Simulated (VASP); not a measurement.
Here is a VASP 6.6.1 calculation.

INCAR

```
SYSTEM = NiC
ALGO = Fast
EDIFF = 1E-6
ENCUT = 520
GGA = PE
ISIF = 2
ISMEAR = 0
LASPH = .True.
LCHARG = .False.
LDAU = .True.
LDAUJ = 0 0
LDAUL = 2 -1
LDAUPRINT = 1
LDAUTYPE = 2
LDAUU = 5 0
LMAXMIX = 4
LREAL = .False.
LWAVE = .False.
NBANDS = 14
NELM = 150
PREC = Accurate
SIGMA = 0.1037
```

File KPOINTS:

```
k-points
0
Gamma
  6 6 6
  0 0 0
```

File POSCAR:

```
NiC
1.0
    3.1994790000      0.0000000000      0.0000000000
    0.0000000000      3.1994790000      0.0000000000
    0.0000000000      0.0000000000      3.1994790000
Ni C
1 1
Direct
    0.0000000000      0.0000000000      0.0000000000
    0.5000000000      0.5000000000      0.5000000000
```

Potentials or basis: VASP PAW PBE potentials, release 64 (Ni, C).

Command:

```console
$ cat potpaw_PBE.64/Ni/POTCAR potpaw_PBE.64/C/POTCAR > POTCAR
$ mpirun -np 1 vasp_std > vasp.out
```

(1) What does it give for the pressure?

(2) Predict the band gap on the k mesh.

Answers

(1) -32.2 GPa.

(2) none (metal or under the smearing width).

Caveat: a pressure of tens of GPa on the cell as given is suspect, and the run, the potentials or the cell itself is likely at fault; U without spin polarisation on a metal has little footing; the U is typed as a test and isn't derived for this compound.
